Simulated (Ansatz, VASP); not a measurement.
# PtSe2: VASP beside Ansatz

Aim: how closely do two programs agree when they are given the same cell, functional and k mesh? The cell is taken from a series of VASP runs on this material, whose earlier steps may have relaxed, scaled or displaced it; both programs get it as it stands.

Program: Ansatz 0.2.0. Level of theory: plane waves, with VASP 6.6.1 beside it; zone-centre phonons at LDA. Results are calculated unless marked as measured.

### 1. The structure

Symmetry: P-3m1, No. 164, trigonal system. Conventional cell: a = 3.746 Å, b = 3.746 Å, c = 4.760 Å, α = 90.00°, β = 90.00°, γ = 120.00°. Nearest to Pt lie 6 Se at 2.50 Å. Nearest to Se lie 3 Pt at 2.50 Å. Farther neighbours and most contacts between anions are not listed.

Structure file:

```cif
data_structure
_symmetry_space_group_name_H-M 'P 1'
_symmetry_Int_Tables_number 1
_cell_length_a 3.7456
_cell_length_b 3.7456
_cell_length_c 4.7603
_cell_angle_alpha 90.000
_cell_angle_beta 90.000
_cell_angle_gamma 120.000
_cell_volume 57.84
loop_
_atom_site_label
_atom_site_type_symbol
_atom_site_fract_x
_atom_site_fract_y
_atom_site_fract_z
_atom_site_occupancy
Pt1 Pt 0.00000 0.00000 0.00000 1
Se2 Se 0.66667 0.33333 0.73496 1
Se3 Se 0.33333 0.66667 0.26504 1
```

### 2. VASP: zone-centre phonons, LDA

Second derivatives magnify differences that forces hide, and they need a tight electronic threshold.

Lines of VASP's logs that name or quote its potential files are left out, and so is its time.

INCAR

```
SYSTEM = PtSe2
PREC = Accurate
ENCUT = 450
EDIFF = 1E-08
NELM = 100
ISMEAR = 1
SIGMA = 0.15
LREAL = .FALSE.
ALGO = Normal
GGA = CA
NBANDS = 17
LORBIT = 11
LWAVE = .FALSE.
LCHARG = .FALSE.
KPAR = 2
IBRION = 8
ISIF = 2
```

POSCAR

```
PtSe2
1.0
    3.7456164614      0.0000000000      0.0000000000
   -1.8728082307      3.2437990084      0.0000000000
    0.0000000000      0.0000000000      4.7602821918
Pt Se
1 2
Direct
    0.0000000000      0.0000000000      0.0000000000
    0.6666666667      0.3333333333      0.7349594690
    0.3333333333      0.6666666667      0.2650405310
```

KPOINTS

```
Automatic mesh
0
Gamma
12 12 8
0 0 0
```

Potentials, in the order of the species: Pt and Se (LDA family, release 64).

Command:

```
$ mpirun -np 2 vasp_std
```

Numbers of over 12 decimals in the logs are rounded to 6 here.

The log of the run:

```text
[banner, memory and clock lines left out]
running    2 mpi-ranks, on    1 nodes
 distrk:  each k-point on    1 cores,    2 groups
 distr:  one band on    1 cores,    1 groups

 POSCAR found type information on POSCAR PtSe
 POSCAR found :  2 types and       3 ions
 LDA part: xc-table for (Slater(with rela. corr.)+CA(PZ))
 , standard interpolation
 POSCAR, INCAR and KPOINTS ok, starting setup
 FFT: planning ... GRIDC
 FFT: planning ... GRID_SOFT
 FFT: planning ... GRID
 WAVECAR not read
 entering main loop
       N       E                     dE             d eps       ncg     rms          rms(c)
DAV:   1     0.991737407933E+02    0.99174E+02   -0.93945E+03  4526   0.101E+03
DAV:   2    -0.136393918060E+02   -0.11281E+03   -0.10965E+03  5636   0.210E+02
DAV:   3    -0.178581184310E+02   -0.42187E+01   -0.41930E+01  5285   0.415E+01
DAV:   4    -0.178884666235E+02   -0.30348E-01   -0.30336E-01  5781   0.382E+00
DAV:   5    -0.178887586419E+02   -0.29202E-03   -0.29201E-03  5472   0.352E-01    0.130E+01
DAV:   6    -0.173295334070E+02    0.55923E+00   -0.44320E+00  4521   0.190E+01    0.804E+00
DAV:   7    -0.171216409954E+02    0.20789E+00   -0.85115E-01  4529   0.925E+00    0.398E+00
DAV:   8    -0.170938844390E+02    0.27757E-01   -0.58941E-02  4897   0.171E+00    0.795E-01
DAV:   9    -0.170909414317E+02    0.29430E-02   -0.68154E-03  4985   0.776E-01    0.205E-01
DAV:  10    -0.170909081615E+02    0.33270E-04   -0.11530E-03  5118   0.211E-01    0.383E-02
DAV:  11    -0.170909043130E+02    0.38485E-05   -0.45272E-05  5596   0.518E-02    0.261E-02
DAV:  12    -0.170909033223E+02    0.99063E-06   -0.44976E-06  5015   0.124E-02    0.339E-03
DAV:  13    -0.170909032303E+02    0.92063E-07   -0.44243E-07  5455   0.534E-03    0.136E-03
DAV:  14    -0.170909032300E+02    0.28194E-09   -0.35232E-08  4666   0.135E-03
   1 F= -.17090903E+02 E0= -.17090921E+02  d E =0.521259E-04
 Linear response reoptimize wavefunctions to high precision
DAV:   1    -0.170909032302E+02   -0.18281E-09   -0.23144E-09  3377   0.382E-04
DAV:   2    -0.170909032302E+02   -0.33424E-10   -0.11824E-10  2415   0.792E-05
 Linear response DOF=           4
 Linear response progress:
  Degree of freedom:   1/  4
       N       E                     dE             d eps       ncg     rms          rms(c)
RMM:   1    -0.257561408127E+00   -0.25756E+00   -0.26207E-01 18483   0.329E+00
RMM:   2    -0.249583853145E+00    0.79776E-02   -0.72650E-03 16344   0.508E-01    0.191E-01
RMM:   3    -0.249439595324E+00    0.14426E-03   -0.36746E-04 17868   0.114E-01    0.114E-01
RMM:   4    -0.249904130513E+00   -0.46454E-03   -0.48101E-04 18557   0.117E-01    0.206E-02
RMM:   5    -0.249956296448E+00   -0.52166E-04   -0.32208E-05 18093   0.344E-02    0.897E-03
RMM:   6    -0.249999465077E+00   -0.43169E-04   -0.60135E-07 18938   0.520E-03    0.141E-03
RMM:   7    -0.249987686690E+00    0.11778E-04   -0.54095E-08 19072   0.162E-03    0.943E-04
RMM:   8    -0.249976916074E+00    0.10771E-04   -0.25269E-07 19200   0.689E-04    0.325E-04
RMM:   9    -0.249973661720E+00    0.32544E-05   -0.11271E-07 18694   0.884E-04    0.147E-04
RMM:  10    -0.249974053697E+00   -0.39198E-06   -0.11566E-07 18582   0.377E-04    0.247E-05
RMM:  11    -0.249974266125E+00   -0.21243E-06   -0.43428E-08 19846   0.161E-04    0.103E-05
RMM:  12    -0.249974288569E+00   -0.22444E-07   -0.49681E-08 20084   0.126E-04    0.101E-06
RMM:  13    -0.249974312822E+00   -0.24253E-07   -0.20469E-08 20162   0.112E-04    0.149E-06
RMM:  14    -0.249974302146E+00    0.10677E-07   -0.17127E-08 17350   0.106E-04    0.924E-07
RMM:  15    -0.249974286872E+00    0.15274E-07   -0.15272E-08 16532   0.106E-04    0.131E-07
RMM:  16    -0.249974247627E+00    0.39245E-07   -0.14239E-08 11160   0.105E-04    0.896E-08
 first order change of Fermi-energy   0.50022E-03
 force on displaced ion       1 direction 1 : -15.130   0.000   0.000
 Linear response progress:
  Degree of freedom:   2/  4
       N       E                     dE             d eps       ncg     rms          rms(c)
RMM:   1    -0.271604820486E+00   -0.27160E+00   -0.26926E-01  7692   0.331E+00
RMM:   2    -0.262794219616E+00    0.88106E-02   -0.71493E-03  6691   0.533E-01    0.203E-01
RMM:   3    -0.262463000980E+00    0.33122E-03   -0.66438E-04  7301   0.141E-01    0.117E-01
RMM:   4    -0.262711789244E+00   -0.24879E-03   -0.42931E-04  7498   0.108E-01    0.356E-02
RMM:   5    -0.262853023819E+00   -0.14123E-03   -0.91846E-06  7593   0.202E-02    0.143E-02
RMM:   6    -0.262906693050E+00   -0.53669E-04   -0.37698E-06  7163   0.104E-02    0.215E-03
RMM:   7    -0.262886380363E+00    0.20313E-04   -0.15430E-07  7726   0.214E-03    0.684E-04
RMM:   8    -0.262878054687E+00    0.83257E-05   -0.36774E-08  7781   0.628E-04    0.840E-05
RMM:   9    -0.262878361452E+00   -0.30676E-06   -0.21946E-08  7890   0.209E-04    0.406E-05
RMM:  10    -0.262878297377E+00    0.64074E-07   -0.10683E-09  8041   0.141E-04    0.147E-05
RMM:  11    -0.262878188510E+00    0.10887E-06   -0.49548E-09  8185   0.114E-04    0.449E-06
RMM:  12    -0.262878247482E+00   -0.58972E-07    0.88308E-09  7728   0.109E-04    0.946E-07
RMM:  13    -0.262878234452E+00    0.13030E-07   -0.24126E-09  7060   0.107E-04    0.363E-07
RMM:  14    -0.262878257653E+00   -0.23201E-07   -0.81868E-09  4755   0.107E-04    0.148E-07
RMM:  15    -0.262878251393E+00    0.62600E-08   -0.70090E-09  4296   0.107E-04    0.426E-08
 first order change of Fermi-energy  -0.37654E-03
 force on displaced ion       1 direction 3 :   0.000   0.000 -15.473
 Linear response progress:
  Degree of freedom:   3/  4
       N       E                     dE             d eps       ncg     rms          rms(c)
RMM:   1    -0.781909377971E-01   -0.78191E-01    0.58142E-02 47858   0.153E+00
RMM:   2    -0.767750484582E-01    0.14159E-02   -0.16291E-03 30884   0.242E-01    0.107E-01
RMM:   3    -0.766465206080E-01    0.12853E-03   -0.45455E-05 33483   0.392E-02    0.610E-02
RMM:   4    -0.765848582181E-01    0.61662E-04   -0.24113E-05 34385   0.299E-02    0.678E-03
RMM:   5    -0.765883805671E-01   -0.35223E-05   -0.11710E-06 34523   0.520E-03    0.128E-03
RMM:   6    -0.765882083793E-01    0.17219E-06   -0.22445E-07 34893   0.147E-03    0.367E-04
RMM:   7    -0.765870147112E-01    0.11937E-05    0.29793E-08 35298   0.466E-04    0.756E-05
RMM:   8    -0.765868068157E-01    0.20790E-06   -0.25647E-10 35525   0.130E-04    0.332E-05
RMM:   9    -0.765866613630E-01    0.14545E-06   -0.26741E-08 35932   0.937E-05    0.737E-06
RMM:  10    -0.765866777476E-01   -0.16385E-07   -0.95101E-08 36379   0.788E-05    0.299E-06
RMM:  11    -0.765866547667E-01    0.22981E-07   -0.55896E-08 33031   0.748E-05    0.779E-07
RMM:  12    -0.765867192089E-01   -0.64442E-07   -0.44881E-08 26982   0.732E-05    0.330E-07
RMM:  13    -0.765867021193E-01    0.17090E-07   -0.45333E-08 24470   0.731E-05    0.997E-08
 first order change of Fermi-energy  -0.57788E-06
 force on displaced ion       2 direction 1 :  -7.744  -0.001  -0.000
 Linear response progress:
  Degree of freedom:   4/  4
       N       E                     dE             d eps       ncg     rms          rms(c)
RMM:   1    -0.919680189079E-01   -0.91968E-01    0.52098E-02 10409   0.150E+00
RMM:   2    -0.895978075207E-01    0.23702E-02   -0.18639E-03  7035   0.258E-01    0.158E-01
RMM:   3    -0.893931357320E-01    0.20467E-03   -0.18776E-04  7588   0.694E-02    0.105E-01
RMM:   4    -0.892889436412E-01    0.10419E-03   -0.56648E-05  7515   0.453E-02    0.544E-02
RMM:   5    -0.892401485141E-01    0.48795E-04   -0.17138E-05  7635   0.232E-02    0.837E-03
RMM:   6    -0.892478851310E-01   -0.77366E-05   -0.13665E-06  7674   0.359E-03    0.281E-03
RMM:   7    -0.892529636995E-01   -0.50786E-05   -0.19886E-07  7624   0.221E-03    0.744E-04
RMM:   8    -0.892517464380E-01    0.12173E-05    0.36356E-08  7823   0.549E-04    0.154E-04
RMM:   9    -0.892514803678E-01    0.26607E-06   -0.14073E-08  7892   0.143E-04    0.480E-05
RMM:  10    -0.892514393898E-01    0.40978E-07   -0.43505E-08  8006   0.111E-04    0.803E-06
RMM:  11    -0.892514723858E-01   -0.32996E-07   -0.70323E-08  8124   0.848E-05    0.268E-06
RMM:  12    -0.892514739602E-01   -0.15744E-08   -0.24753E-08  7251   0.803E-05    0.549E-07
 first order change of Fermi-energy   0.89178E+00
 force on displaced ion       2 direction 3 :  -0.000   0.000 -10.075
 Linear response finished
```

Parts of OUTCAR (step 2):

```text
ion  position               nearest neighbor table
   1  0.000  0.000  0.000-   2 2.50   3 2.50   3 2.50   2 2.50   2 2.50   3 2.50
   2  0.667  0.333  0.735-   1 2.50   1 2.50   1 2.50
   3  0.333  0.667  0.265-   1 2.50   1 2.50   1 2.50

  LATTYP: Found a hexagonal cell.
 ALAT       =     3.7456164614
 C/A-ratio  =     1.2708941881

 Subroutine GETGRP returns: Found 12 space group operations
 (whereof 12 operations were pure point group operations)

The static configuration has the point symmetry D_3d.

 Found    131 irreducible k-points:

   k-points           NKPTS =    131   k-points in BZ     NKDIM =    131   number of bands    NBANDS=     17

   dimension x,y,z NGX =    28 NGY =   28 NGZ =   36
   dimension x,y,z NGXF=    56 NGYF=   56 NGZF=   72

   ENCUT  =  450.0 eV  33.07 Ry    5.75 a.u.   6.48  6.48  8.23*2*pi/ulx,y,z

   NELECT =      22.0000    total number of electrons

 k-points in reciprocal lattice and weights: Automatic mesh
   0.00000000  0.00000000  0.00000000       0.001
   0.08333333 -0.00000000  0.00000000       0.005
   0.16666667 -0.00000000  0.00000000       0.005
   0.25000000 -0.00000000  0.00000000       0.005
   0.33333333 -0.00000000  0.00000000       0.005
   0.41666667  0.00000000  0.00000000       0.005
   0.50000000 -0.00000000  0.00000000       0.003
   0.08333333  0.08333333  0.00000000       0.005
   0.16666667  0.08333333  0.00000000       0.010
[...]
0.33333333  0.25000000  0.50000000       0.010
   0.33333333  0.33333333  0.50000000       0.002

 average (electrostatic) potential at core
       1 -68.0406       2 -58.3011       3 -58.3011

  Total        0.0024740      0.0024740      0.0024227      0.0000000      0.0000000      0.0000000
  in kB        0.0685326      0.0685326      0.0671116      0.0000000      0.0000000      0.0000000
  external PRESSURE =       0.0680589 kB  Pullay stress =       0.0000000 kB

  energy-cutoff  :      450.00
  volume of cell :       57.84
      direct lattice vectors                 reciprocal lattice vectors
     3.745616461  0.000000000  0.000000000     0.266978750  0.154140253  0.000000000
    -1.872808231  3.243799008  0.000000000     0.000000000  0.308280506  0.000000000
     0.000000000  0.000000000  4.760282192     0.000000000  0.000000000  0.210071580

 POSITION                                       TOTAL-FORCE (eV/Angst)
 -----------------------------------------------------------------------------------
      0.00000      0.00000      0.00000        -0.000000      0.000000      0.000000
      1.87281      1.08127      3.49861         0.000000     -0.000000     -0.001361
     -0.00000      2.16253      1.26167        -0.000000      0.000000      0.001361
 -----------------------------------------------------------------------------------
    total drift:                                0.000000     -0.000000      0.000000

 Eigenvectors and eigenvalues of the dynamical matrix
 ----------------------------------------------------

   1 f  =    6.582086 THz    41.356467 2PiTHz  219.554763 cm-1    27.221309 meV
             X         Y         Z           dx          dy          dz
      0.000000  0.000000  0.000000    -0.000000   -0.000000   -0.668915
      1.872808  1.081266  3.498614     0.000000    0.000000    0.525620
     -0.000000  2.162533  1.261668     0.000000    0.000000    0.525620

   2 f  =    6.508993 THz    40.897212 2PiTHz  217.116649 cm-1    26.919022 meV
             X         Y         Z           dx          dy          dz
      0.000000  0.000000  0.000000     0.668888   -0.000079   -0.000000
      1.872808  1.081266  3.498614    -0.525637    0.000062    0.000000
     -0.000000  2.162533  1.261668    -0.525637    0.000062    0.000000

   3 f  =    6.508993 THz    40.897212 2PiTHz  217.116649 cm-1    26.919022 meV
             X         Y         Z           dx          dy          dz
      0.000000  0.000000  0.000000     0.000079    0.668888   -0.000000
      1.872808  1.081266  3.498614    -0.000062   -0.525637    0.000000
     -0.000000  2.162533  1.261668    -0.000062   -0.525637    0.000000

   4 f  =    6.199438 THz    38.952217 2PiTHz  206.790988 cm-1    25.638803 meV
             X         Y         Z           dx          dy          dz
      0.000000  0.000000  0.000000     0.000000    0.000000   -0.000000
      1.872808  1.081266  3.498614    -0.000000   -0.000000    0.707107
     -0.000000  2.162533  1.261668    -0.000000   -0.000000   -0.707107

   5 f  =    4.952249 THz    31.115900 2PiTHz  165.189255 cm-1    20.480848 meV
             X         Y         Z           dx          dy          dz
      0.000000  0.000000  0.000000    -0.000000    0.000000    0.000000
      1.872808  1.081266  3.498614    -0.707107   -0.000021   -0.000000
     -0.000000  2.162533  1.261668     0.707107    0.000021    0.000000

   6 f  =    4.952249 THz    31.115900 2PiTHz  165.189255 cm-1    20.480848 meV
             X         Y         Z           dx          dy          dz
      0.000000  0.000000  0.000000    -0.000000   -0.000000    0.000000
      1.872808  1.081266  3.498614    -0.000021    0.707107    0.000000
     -0.000000  2.162533  1.261668     0.000021   -0.707107    0.000000

   7 f/i=    0.000304 THz     0.001907 2PiTHz    0.010124 cm-1     0.001255 meV
             X         Y         Z           dx          dy          dz
      0.000000  0.000000  0.000000    -0.640793    0.376793   -0.000000
      1.872808  1.081266  3.498614    -0.407714    0.239740   -0.000000
     -0.000000  2.162533  1.261668    -0.407714    0.239740   -0.000000

   8 f/i=    0.000304 THz     0.001907 2PiTHz    0.010124 cm-1     0.001255 meV
             X         Y         Z           dx          dy          dz
      0.000000  0.000000  0.000000    -0.376793   -0.640793    0.000000
      1.872808  1.081266  3.498614    -0.239740   -0.407714    0.000000
     -0.000000  2.162533  1.261668    -0.239740   -0.407714    0.000000

   9 f/i=    0.000539 THz     0.003387 2PiTHz    0.017979 cm-1     0.002229 meV
             X         Y         Z           dx          dy          dz
      0.000000  0.000000  0.000000     0.000000   -0.000000   -0.743339
      1.872808  1.081266  3.498614     0.000000   -0.000000   -0.472994
     -0.000000  2.162533  1.261668     0.000000   -0.000000   -0.472994

 ELASTIC MODULI CONTR FROM IONIC RELAXATION (kBar)
 Direction    XX          YY          ZZ          XY          YZ          ZX
 --------------------------------------------------------------------------------
 XX        -584.7747   -370.7982   -536.3016      0.0000    229.7302     -0.0000
 YY        -370.7982   -584.7747   -536.3016      0.0000   -229.7302     -0.0000
 ZZ        -536.3016   -536.3016   -601.9833      0.0000      0.0000     -0.0000
 XY           0.0000      0.0000      0.0000   -106.9883     -0.0000    208.8670
 YZ         229.7302   -229.7302      0.0000     -0.0000   -493.2875      0.0000
 ZX          -0.0000     -0.0000     -0.0000    208.8670      0.0000   -407.7590
 --------------------------------------------------------------------------------
```

(Part 1 of 2 ends here.)

[Lines on the potential files, build, host, timing and source positions are cut from VASP's logs without a mark.]

[Logs are printed without paths, hosts, clocks, repeated set-up lines and the standing remarks that a program may print on its own settings, such as how far it seeks lower states.]

[Hosts, paths, dates, database ids (printed as entryN), source tags and the programs' standing remarks are cut or masked in the printed files.]
